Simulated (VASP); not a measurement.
Given:

```
Ti
1.0
    1.44538    -2.50347     0.00000
    1.44538     2.50347     0.00000
    0.00000     0.00000     4.58397
Ti
2
Cartesian
  1.44538   0.83449   1.14599
  1.44538  -0.83449   3.43797
```

Calculation: PBE GGA with D3 dispersion (zero damping), VASP's PBE PAW potentials (set 64) (plane waves; VASP 6.6.1). Numerical set-up: 520 eV cut-off, Gaussian smearing of 0.050 eV, potentials Ti_sv.

Q: What does the run give for the band gap (along the path) with the smallest direct gap where there is one?

A: 
* **band gap (along the path)**: none (metal, semimetal or under 0.01 eV)

Total energies compare only between runs with the same potentials, cut-off and functional.

The compound is Ti in the hcp structure. It was relaxed first, which changed the volume by -6 %.
